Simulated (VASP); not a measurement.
Here is the system:

```
CELL_PARAMETERS angstrom
      0.00000     2.93500     2.93500
      2.93500     0.00000     2.93500
      2.93500     2.93500     0.00000
ATOMIC_POSITIONS crystal
  In 0.00000 0.00000 0.00000
  P  0.25000 0.25000 0.25000
```

All values below come from eigenvalue-self-consistent GW0 on PBE orbitals, VASP's PBE PAW potentials (set 64) (plane waves; VASP). Run with PREC = Normal, 500 eV cut-off, 4×4×4 Γ-centred mesh, Gaussian smearing of 0.010 eV, potentials In_d_GW P_GW.

The mesh is coarse and the basis finite, so the quasiparticle values are not converged.

NBANDS = 160, ENCUTGW = 200 eV, NOMEGA = 64, 4 updates of the levels in G. The PBE levels (eV) are:

| state | KS energy | filling |
|---|---|---|
| k1 (0.00, 0.00, 0.00), band 6 | -7.58 | 2 |
| k1 (0.00, 0.00, 0.00), band 7 | 3.91 | 2 |
| k1 (0.00, 0.00, 0.00), band 8 | 3.91 | 2 |
| k1 (0.00, 0.00, 0.00), band 9 | 3.91 | 2 |
| k1 (0.00, 0.00, 0.00), band 10 | 4.58 | 0 |
| k1 (0.00, 0.00, 0.00), band 11 | 7.97 | 0 |
| k1 (0.00, 0.00, 0.00), band 12 | 7.97 | 0 |
| k1 (0.00, 0.00, 0.00), band 13 | 7.97 | 0 |
| k4 (0.25, 0.25, 0.00), band 6 | -6.69 | 2 |
| k4 (0.25, 0.25, 0.00), band 7 | 0.57 | 2 |
| k4 (0.25, 0.25, 0.00), band 8 | 2.51 | 2 |
| k4 (0.25, 0.25, 0.00), band 9 | 2.51 | 2 |
| k4 (0.25, 0.25, 0.00), band 10 | 6.38 | 0 |
| k4 (0.25, 0.25, 0.00), band 11 | 7.02 | 0 |
| k4 (0.25, 0.25, 0.00), band 12 | 10.26 | 0 |
| k4 (0.25, 0.25, 0.00), band 13 | 10.26 | 0 |
| k7 (0.50, 0.50, 0.00), band 6 | -5.21 | 2 |
| k7 (0.50, 0.50, 0.00), band 7 | -1.84 | 2 |
| k7 (0.50, 0.50, 0.00), band 8 | 1.60 | 2 |
| k7 (0.50, 0.50, 0.00), band 9 | 1.60 | 2 |
| k7 (0.50, 0.50, 0.00), band 10 | 5.66 | 0 |
| k7 (0.50, 0.50, 0.00), band 11 | 6.16 | 0 |
| k7 (0.50, 0.50, 0.00), band 12 | 13.10 | 0 |
| k7 (0.50, 0.50, 0.00), band 13 | 13.45 | 0 |

Problem. Give the quasiparticle energies and renormalisation factors Z.

Solution. 
```tsv
state	QP energy (eV)	Z
k1 (0.00, 0.00, 0.00), band 6	-8.22	0.61
k1 (0.00, 0.00, 0.00), band 7	3.29	0.74
k1 (0.00, 0.00, 0.00), band 8	3.29	0.74
k1 (0.00, 0.00, 0.00), band 9	3.29	0.74
k1 (0.00, 0.00, 0.00), band 10	4.60	0.76
k1 (0.00, 0.00, 0.00), band 11	8.05	0.75
k1 (0.00, 0.00, 0.00), band 12	8.05	0.75
k1 (0.00, 0.00, 0.00), band 13	8.05	0.75
k4 (0.25, 0.25, 0.00), band 6	-7.36	0.64
k4 (0.25, 0.25, 0.00), band 7	-0.11	0.71
k4 (0.25, 0.25, 0.00), band 8	1.81	0.73
k4 (0.25, 0.25, 0.00), band 9	1.81	0.73
k4 (0.25, 0.25, 0.00), band 10	6.32	0.76
k4 (0.25, 0.25, 0.00), band 11	7.02	0.74
k4 (0.25, 0.25, 0.00), band 12	10.37	0.72
k4 (0.25, 0.25, 0.00), band 13	10.37	0.72
k7 (0.50, 0.50, 0.00), band 6	-5.87	0.67
k7 (0.50, 0.50, 0.00), band 7	-2.60	0.69
k7 (0.50, 0.50, 0.00), band 8	0.85	0.72
k7 (0.50, 0.50, 0.00), band 9	0.85	0.72
k7 (0.50, 0.50, 0.00), band 10	5.45	0.77
k7 (0.50, 0.50, 0.00), band 11	6.13	0.76
k7 (0.50, 0.50, 0.00), band 12	13.07	0.70
k7 (0.50, 0.50, 0.00), band 13	13.52	0.70
```
On the mesh the gap opens from 0.67 to 1.31 eV.

The compound is InP in the zinc blende structure. The cell was not relaxed at this level. The k-mesh is coarse (spacing up to 0.46 per Å, 2π included), so the numbers may not be converged in it.
